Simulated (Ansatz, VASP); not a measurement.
# Cross-check of NaSe between VASP and Ansatz, part 2 of 2

Aim: how closely do two programs agree when they are given the same cell, functional and k mesh? Of the first pair: The cell is taken from a series of runs on this material, whose earlier steps may have relaxed, scaled, displaced or heated it; both programs get it as it stands.

VASP 6.6.1 and Ansatz 0.2.0.

So far: Starting point; Ansatz: relaxation of cell and atoms, PBEsol, pair 1.

**3. VASP: relaxation of cell and atoms, PBEsol, pair 1**

Level of this step: PBEsol, spin-polarised from a ferromagnetic start; plane waves and PAW (Na_pv, Se) (VASP).

The same cell, functional, mesh and smearing now go to VASP, with its own data sets.

Lines of VASP's logs that name or quote its potential files are left out, and so is its time.

Input file INCAR:

```
SYSTEM = NaSe
PREC = Accurate
ENCUT = 500
EDIFF = 1E-07
NELM = 200
ISMEAR = 0
SIGMA = 0.15
LREAL = .FALSE.
ALGO = Normal
GGA = PS
NBANDS = 14
ISPIN = 2
MAGMOM = 0.02 0.67
LORBIT = 11
LWAVE = .FALSE.
LCHARG = .FALSE.
ISIF = 3
IBRION = 2
NSW = 80
EDIFFG = -0.005
LASPH = .TRUE.
GGA_COMPAT = .FALSE.
NELMIN = 4
KPAR = 2
```

Input file POSCAR:

```
NaSe
1.0
    0.0000000000      2.9354450000      2.9354450000
    2.9354450000      0.0000000000      2.9354450000
    2.9354450000      2.9354450000      0.0000000000
Na Se
1 1
Direct
    0.0000000000      0.0000000000      0.0000000000
    0.5000000000      0.5000000000      0.5000000000
```

Input file KPOINTS:

```
Automatic mesh
0
Gamma
12 12 12
0 0 0
```

The projector-augmented-wave data sets are Na_pv and Se (PBE family, release 64).

The run is started by

```bash
$ mpirun -np 2 vasp_std
```

Numbers of over 12 decimals in the logs are rounded to 6 here.

Log:

```text
[banner, memory and clock lines left out]
running    2 mpi-ranks, on    1 nodes
 distrk:  each k-point on    1 cores,    2 groups
 distr:  one band on    1 cores,    1 groups

 POSCAR found type information on POSCAR NaSe
 POSCAR found :  2 types and       2 ions
|                                                                             |
|               ----> ADVICE to this user running VASP <----                  |
|                                                                             |
|     You enforced a specific xc type in the INCAR file but a different       |
|     [... a line on the potential file left out ...]
|     I HOPE YOU KNOW WHAT YOU ARE DOING!                                     |
|                                                                             |

 LDA part: xc-table for (Slater+PW92), standard interpolation
 POSCAR, INCAR and KPOINTS ok, starting setup
 FFT: planning ... GRIDC
 FFT: planning ... GRID_SOFT
 FFT: planning ... GRID
 WAVECAR not read
 entering main loop
       N       E                     dE             d eps       ncg     rms          rms(c)
DAV:   1     0.750385519207E+02    0.75039E+02   -0.60481E+03  4078   0.819E+02
DAV:   2    -0.693690810421E+00   -0.75732E+02   -0.71903E+02  4314   0.226E+02
DAV:   3    -0.595328876418E+01   -0.52596E+01   -0.51613E+01  5232   0.557E+01
DAV:   4    -0.603453519104E+01   -0.81246E-01   -0.80878E-01  4500   0.725E+00
DAV:   5    -0.603549266889E+01   -0.95748E-03   -0.95743E-03  5220   0.826E-01    0.129E+00
DAV:   6    -0.600952789795E+01    0.25965E-01   -0.37361E-02  5034   0.168E+00    0.824E-01
DAV:   7    -0.600360453485E+01    0.59234E-02   -0.24705E-02  5388   0.116E+00    0.402E-01
DAV:   8    -0.600381043560E+01   -0.20590E-03   -0.16474E-03  4842   0.341E-01    0.217E-01
DAV:   9    -0.600378891136E+01    0.21524E-04   -0.28860E-04  4956   0.162E-01    0.829E-02
DAV:  10    -0.600383607555E+01   -0.47164E-04   -0.92914E-05  4926   0.659E-02    0.338E-02
DAV:  11    -0.600383701758E+01   -0.94203E-06   -0.58815E-06  5082   0.304E-02    0.146E-02
DAV:  12    -0.600383854418E+01   -0.15266E-05   -0.15594E-06  4878   0.108E-02    0.655E-03
DAV:  13    -0.600383828761E+01    0.25657E-06   -0.24416E-07  5082   0.488E-03    0.880E-04
DAV:  14    -0.600383826409E+01    0.23522E-07   -0.50300E-08  3512   0.270E-03
   1 F= -.60038383E+01 E0= -.59921298E+01  d E =-.600384E+01  mag=     0.9111
 curvature:   0.00 expect dE= 0.000E+00 dE for cont linesearch  0.000E+00
 trial: gam= 0.00000 g(F)=  0.235E-63 g(S)=  0.766E-05 ort = 0.000E+00 (trialstep = 0.100E+01)
 search vector abs. value=  0.766E-05
 bond charge predicted
       N       E                     dE             d eps       ncg     rms          rms(c)
DAV:   1    -0.600387822674E+01   -0.39939E-04   -0.78211E-04  5016   0.376E-01    0.365E-02
DAV:   2    -0.600385307808E+01    0.25149E-04   -0.26881E-05  4878   0.629E-02    0.179E-02
DAV:   3    -0.600384432952E+01    0.87486E-05   -0.16488E-05  5040   0.413E-02    0.616E-03
DAV:   4    -0.600384406370E+01    0.26583E-06   -0.34997E-07  4608   0.561E-03    0.393E-03
DAV:   5    -0.600384344249E+01    0.62121E-06   -0.21618E-07  4384   0.484E-03    0.922E-04
DAV:   6    -0.600384346373E+01   -0.21246E-07   -0.39287E-08  2322   0.190E-03
   2 F= -.60038435E+01 E0= -.59921412E+01  d E =-.519964E-05  mag=     0.9120
 trial-energy change:   -0.000005  1 .order   -0.000006   -0.000008   -0.000004
 step:   1.9435(harm=  1.9435)  dis= 0.00000  next Energy=    -6.003846 (dE=-0.744E-05)
 reached required accuracy - stopping structural energy minimisation
```

OUTCAR, selected parts (step 3):

```text
ion  position               nearest neighbor table
   1  0.000  0.000  0.000-
   2  0.500  0.500  0.500-

  LATTYP: Found a face centered cubic cell.
 ALAT       =     5.8708900000

 Subroutine GETGRP returns: Found 48 space group operations
 (whereof 48 operations were pure point group operations)

The static configuration has the point symmetry O_h .

 Found     72 irreducible k-points:

   k-points           NKPTS =     72   k-points in BZ     NKDIM =     72   number of bands    NBANDS=     14

   dimension x,y,z NGX =    30 NGY =   30 NGZ =   30
   dimension x,y,z NGXF=    60 NGYF=   60 NGZF=   60

   ENCUT  =  500.0 eV  36.75 Ry    6.06 a.u.   7.57  7.57  7.57*2*pi/ulx,y,z

   NELECT =      13.0000    total number of electrons

 k-points in reciprocal lattice and weights: Automatic mesh
   0.00000000  0.00000000  0.00000000       0.001
   0.08333333  0.00000000  0.00000000       0.005
   0.16666667  0.00000000  0.00000000       0.005
   0.25000000  0.00000000  0.00000000       0.005
   0.33333333  0.00000000  0.00000000       0.005
   0.41666667  0.00000000  0.00000000       0.005
   0.50000000  0.00000000  0.00000000       0.002
   0.08333333  0.08333333  0.00000000       0.003
   0.16666667  0.08333333  0.00000000       0.014
[...]
-0.33333333  0.50000000  0.16666667       0.007
  -0.25000000  0.50000000  0.25000000       0.003

 average (electrostatic) potential at core
       1 -47.3377       2 -56.4793

 E-fermi :   0.3728

 spin component 1
 k-point     1 :       0.0000    0.0000    0.0000
  band No.  band energies     occupation
      1     -21.6703      1.00000
      2     -21.6703      1.00000
      3     -21.6703      1.00000
      4     -11.5576      1.00000
      5       0.4590      0.20828
      6       0.4590      0.20828
      7       0.4590      0.20828
      8       4.1860      0.00000
      9       8.9021      0.00000
    ...

 k-point     2 :       0.0833    0.0000    0.0000
  band No.  band energies     occupation
      1     -21.6718      1.00000
      2     -21.6705      1.00000
      3     -21.6705      1.00000
      4     -11.5262      1.00000
      5       0.1491      0.98255
      6       0.4289      0.29860
      7       0.4289      0.29860
      8       4.5087      0.00000
      9       8.6434      0.00000
     10       9.0075      0.00000
    ...

 k-point     3 :       0.1667    0.0000    0.0000
  band No.  band energies     occupation
    ...
      3     -21.6707      1.00000
      4     -11.4381      1.00000
      5      -0.5294      1.00000
      6       0.3491      0.58838
      7       0.3491      0.58838
      8       5.1547      0.00000
      9       8.3323      0.00000
     10       9.2067      0.00000
     11       9.2067      0.00000
     12      10.7746      0.00000
    ...

 k-point     4 :       0.2500    0.0000    0.0000
  band No.  band energies     occupation
    ...
      3     -21.6711      1.00000
      4     -11.3122      1.00000
      5      -1.2589      1.00000
      6       0.2456      0.88492
      7       0.2456      0.88492
      8       5.5946      0.00000
      9       8.5318      0.00000
     10       9.1705      0.00000
     11       9.1705      0.00000
     12      11.0694      0.00000
    ...

 k-point     5 :       0.3333    0.0000    0.0000
  band No.  band energies     occupation
    ...
      3     -21.6714      1.00000
      4     -11.1792      1.00000
      5      -1.8745      1.00000
      6       0.1475      0.98318
      7       0.1475      0.98318
      8       5.6580      0.00000
      9       8.9380      0.00000
     10       8.9380      0.00000
     11       9.3168      0.00000
     12      11.9433      0.00000
    ...

 k-point     6 :       0.4167    0.0000    0.0000
  band No.  band energies     occupation
    ...
      3     -21.6717      1.00000
      4     -11.0765      1.00000
      5      -2.2824      1.00000
      6       0.0788      0.99722
      7       0.0788      0.99722
      8       5.5905      0.00000
      9       8.7462      0.00000
     10       8.7462      0.00000
     11      10.2234      0.00000
     12      12.0208      0.00000
    ...

  Total        0.0049944      0.0049944      0.0049944     -0.0000000     -0.0000000      0.0000000
  in kB        0.1580592      0.1580592      0.1580592     -0.0000000     -0.0000000      0.0000000
  external PRESSURE =       0.1580592 kB  Pullay stress =       0.0000000 kB

  energy-cutoff  :      500.00
  volume of cell :       50.63
      direct lattice vectors                 reciprocal lattice vectors
     0.000000000  2.936173463  2.936173463    -0.170289667  0.170289667  0.170289667
     2.936173463 -0.000000000  2.936173463     0.170289667 -0.170289667  0.170289667
     2.936173463  2.936173463  0.000000000     0.170289667  0.170289667 -0.170289667

 POSITION                                       TOTAL-FORCE (eV/Angst)
 -----------------------------------------------------------------------------------
      2.93617      2.93617      5.87235         0.000000      0.000000      0.000000
      2.93617      2.93617      2.93617        -0.000000     -0.000000     -0.000000
 -----------------------------------------------------------------------------------
    total drift:                                0.000000     -0.000000      0.000000

  FREE ENERGIE OF THE ION-ELECTRON SYSTEM (eV)
  ---------------------------------------------------
  free  energy   TOTEN  =        -6.0038434637 eV

  energy  without entropy=       -5.9804390055  energy(sigma->0) =       -5.99214123

 reached required accuracy - stopping structural energy minimisation

 total charge
# of ion       s       p       d       tot
------------------------------------------
    1        0.063   5.990   0.000   6.053
    2        1.474   2.267   0.004   3.744
--------------------------------------------------
tot          1.537   8.257   0.004   9.798

 magnetization (x)
# of ion       s       p       d       tot
------------------------------------------
    1       -0.003   0.003   0.000   0.000
    2        0.011   0.539   0.000   0.550
--------------------------------------------------
tot          0.008   0.542   0.000   0.550

[... 6 further parts left out ...]
```

The run keeps the 48 symmetry operations of its start, so it cannot find a distortion of lower symmetry.

**4. Comparison**

Known differences besides the potentials themselves: VASP starts from the moments at which Ansatz ended; the data sets hold 25 valence electrons in Ansatz (on its PAW soft_1 files) and 13 in VASP; the cutoff is 420 eV in Ansatz and 500 eV in VASP; Ansatz makes its cores anew for this functional, VASP keeps those of its PBE data sets; Ansatz adds a Pulay correction to the stress that steers its cell, VASP none; site moments are counted in spheres of each program's own size. Total energies have different zeros and are not compared.

The two programs side by side:

| quantity | Ansatz | VASP | difference |
| --- | --- | --- | --- |
| volume (Å³) | 50.57 | 50.63 | -0.12 % |
| edge a after relaxation, in the typed setting (Å) | 4.151 | 4.152 | -0.04 % |
| total moment (μB) | 0.91 | 0.91 | 0.00 |
| moment on Se2 (μB) | 0.68 | 0.55 | +0.12 |

**5. Ansatz: relaxation of cell and atoms, PBEsol, pair 2**

The relaxed volume is the usual yardstick between codes: in a stiff, nearly cubic crystal its relative difference is about their pressure difference at one cell divided by the bulk modulus. Its start cell is another than that of the pair before, and may be another structure of the material.

The two relaxations start from unlike cells of this crystal (the structure described is Ansatz's start), so only their ends are compared.

Input file input.yaml:

```yaml
crystal:
  lattice:
    - [0.0, 2.993261, 2.993261]
    - [2.993261, 0.0, 2.993261]
    - [2.993261, 2.993261, 0.0]
  atoms:
    - { symbol: Na, position: [0.0, 0.0, 0.0] }
    - { symbol: Se, position: [0.5, 0.5, 0.5], spin: 0.81 }
kpoints:
  mp_grid: { grid: [12, 12, 12] }
hamiltonian:
  xc: pbesol
  pseudopotentials: { kind: paw, azcp: { folder: soft_1 }, xc_functional: pbe }
scf:
  occupations: { method: gaussian, width: 0.1 }
output:
  forces: true
  stress: true
  eigenvalues: true
  populations: true
magnetization:
  spin_polarized: true
relax:
  adjacent_minimum: "off"
  f_tol: 0.005
  max_steps: 80
  cell: { stress_tol: 0.05 }
```

The run is started by

```bash
$ ansatz run input.yaml --threads 4 --pin off --max-ram 10240MiB --backend cpu --events-out ev --progress --plain --runs-dir out
```

Log:

```text
[...]
Crystal: 2 atoms, lattice volume = 53.637 Å³
Basis set: ecut = 420 eV, 1067 PW (Γ), exchange–correlation on 60×60×60 points (8 copies of the dense FFT grid, shifted against one another)
Bands: 17, of which v1, the nominal top of the filled ones, is band 13 counted from 1 (12 counted from 0)
Symmetry: 48 space group operations
[...]
cell:  # Å, volume = 50.5885 Å³
    - [0, 2.935445, 2.935445]
    - [2.935445, 0, 2.935445]
    - [2.935445, 2.935445, 0]
  atoms:
    - { symbol: Na, position: [0, 0, 0] }
    - { symbol: Se, position: [0.5, 0.5, 0.5] }
--- Löwdin populations: 2 sites ---
  site symbol       q [e]    m [muB]
     0     Na      8.3869    -0.0155
     1     Se     16.5727     0.9617
  spilling = 0.001617 (of n_electrons = 25.000000)
[key lines of the parts left out:]
SCF converged after 6 iterations
Magnetization: 0.9450 μB (12.9725 up, 12.0275 down)
Free energy (F): -6900.831509 eV
Fermi energy:    3.432720 eV
P = ⅓ Tr σ = -0.0003 GPa (-0.003 kbar)
```

**6. VASP: relaxation of cell and atoms, PBEsol, pair 2**

Its own start cell and the same functional, mesh and smearing now go to VASP, with its own data sets.

INCAR: that of step 3 with these lines changed.

```diff
@@ -6,3 +6,3 @@
 ISMEAR = 0
-SIGMA = 0.15
+SIGMA = 0.1
 LREAL = .FALSE.
@@ -12,3 +12,3 @@
 ISPIN = 2
-MAGMOM = 0.02 0.67
+MAGMOM = 0.02 0.7
 LORBIT = 11
```

Input file POSCAR:

```
NaSe
1.0
    0.0000000000      2.9391516179      2.9391516179
    2.9391516179      0.0000000000      2.9391516179
    2.9391516179      2.9391516179      0.0000000000
Na Se
1 1
Direct
    0.0000000000      0.0000000000      0.0000000000
    0.5000000000      0.5000000000      0.5000000000
```

KPOINTS is that of step 3.

The run is started by

```bash
$ mpirun -np 2 vasp_std
```

Log:

```text
[banner, memory and clock lines left out]
running    2 mpi-ranks, on    1 nodes
[...]
[... a notice as in an earlier step ...]

 LDA part: xc-table for (Slater+PW92), standard interpolation
 POSCAR, INCAR and KPOINTS ok, starting setup
[...]
entering main loop
       N       E                     dE             d eps       ncg     rms          rms(c)
DAV:   1     0.768289078544E+02    0.76829E+02   -0.60611E+03  4050   0.815E+02
DAV:   2    -0.699881891423E+00   -0.77529E+02   -0.73813E+02  4312   0.232E+02
DAV:   3    -0.594920257085E+01   -0.52493E+01   -0.51562E+01  5148   0.561E+01
DAV:   4    -0.602732301156E+01   -0.78120E-01   -0.78054E-01  4530   0.718E+00
[...]
DAV:  12    -0.599757934077E+01   -0.12032E-05   -0.18968E-06  5028   0.117E-02    0.660E-03
DAV:  13    -0.599757958827E+01   -0.24751E-06   -0.54291E-07  4860   0.724E-03    0.173E-03
DAV:  14    -0.599757957987E+01    0.84046E-08   -0.10850E-07  3906   0.321E-03
   1 F= -.59975796E+01 E0= -.59927943E+01  d E =-.599758E+01  mag=     0.9461
[...]
N       E                     dE             d eps       ncg     rms          rms(c)
DAV:   1    -0.599763727890E+01   -0.57691E-04   -0.11224E-03  5052   0.449E-01    0.437E-02
DAV:   2    -0.599759706958E+01    0.40209E-04   -0.38453E-05  4932   0.753E-02    0.214E-02
DAV:   3    -0.599758774179E+01    0.93278E-05   -0.23575E-05  5046   0.494E-02    0.740E-03
DAV:   4    -0.599758764022E+01    0.10156E-06   -0.51263E-07  4590   0.674E-03    0.469E-03
DAV:   5    -0.599758785310E+01   -0.21287E-06   -0.29951E-07  4602   0.566E-03    0.112E-03
DAV:   6    -0.599758784284E+01    0.10257E-07   -0.55829E-08  2952   0.221E-03
   2 F= -.59975878E+01 E0= -.59927995E+01  d E =-.826297E-05  mag=     0.9452
 trial-energy change:   -0.000008  1 .order   -0.000008   -0.000011   -0.000006
 step:   2.1039(harm=  2.1039)  dis= 0.00000  next Energy=    -5.997591 (dE=-0.115E-04)
 reached required accuracy - stopping structural energy minimisation
```

From OUTCAR (step 6):

```text
  Total       -0.0064600     -0.0064600     -0.0064600     -0.0000000      0.0000000      0.0000000
  in kB       -0.2040014     -0.2040014     -0.2040014     -0.0000000      0.0000000      0.0000000
  external PRESSURE =      -0.2040014 kB  Pullay stress =       0.0000000 kB

 POSITION                                       TOTAL-FORCE (eV/Angst)
 -----------------------------------------------------------------------------------
      5.87656      2.93828      2.93828         0.000000      0.000000     -0.000000
      2.93828      2.93828      2.93828         0.000000     -0.000000      0.000000
 -----------------------------------------------------------------------------------
    total drift:                                0.000000      0.000000      0.000000

  FREE ENERGIE OF THE ION-ELECTRON SYSTEM (eV)
  ---------------------------------------------------
  free  energy   TOTEN  =        -5.9975878428 eV

  energy  without entropy=       -5.9880111303  energy(sigma->0) =       -5.99279949

 magnetization (x)
# of ion       s       p       d       tot
------------------------------------------
    1       -0.003   0.003   0.000   0.000
    2        0.011   0.559   0.000   0.570
--------------------------------------------------
tot          0.008   0.562   0.000   0.571

[... 2 parts as in an earlier step ...]

[... 2 further parts left out ...]
[key lines of the parts left out:]
E-fermi :   0.3645
```

**7. Differences**

What differs besides the data sets and the points named for the pairs above, as far as they apply: the data sets hold 25 valence electrons in Ansatz (on its PAW soft_1 files) and 13 in VASP. Total energies have different zeros and are not compared.

The two programs side by side:

| quantity | Ansatz | VASP | difference |
| --- | --- | --- | --- |
| volume (Å³) | 50.59 | 50.74 | -0.29 % |
| edge a after relaxation, in the typed setting (Å) | 4.151 | 4.155 | -0.10 % |
| total moment (μB) | 0.95 | 0.95 | 0.00 |
| moment on Se2 (μB) | 0.70 | 0.57 | +0.13 |

**8. Outcome**

| Quantity | Value |
| --- | --- |
| difference in volume (relaxation of cell and atoms, PBEsol, pair 1) | -0.12 % |
| difference in volume (relaxation of cell and atoms, PBEsol, pair 2) | -0.29 % |

In words: The difference in volume is -0.29 % (relaxation of cell and atoms, PBEsol, pair 2), within the 1.2 % picked in this series as the mark of a large difference, as far as the stopping tolerances let one tell. The data sets hold unlike numbers of valence electrons (25 in Ansatz and 13 in VASP), so part of the differences comes from the potentials. Such differences can come from data sets, numerical settings and the points named under the comparisons, not from the functional's error against experiment.

[Lines on the potential files, build, host, timing and source positions are cut from VASP's logs without a mark.]

[Logs are printed without paths, hosts, clocks, repeated set-up lines and the standing remarks that a program may print on its own settings, such as how far it seeks lower states.]

[Hosts, paths, dates, database ids (printed as entryN), source tags and the programs' standing remarks are cut or masked in the printed files.]
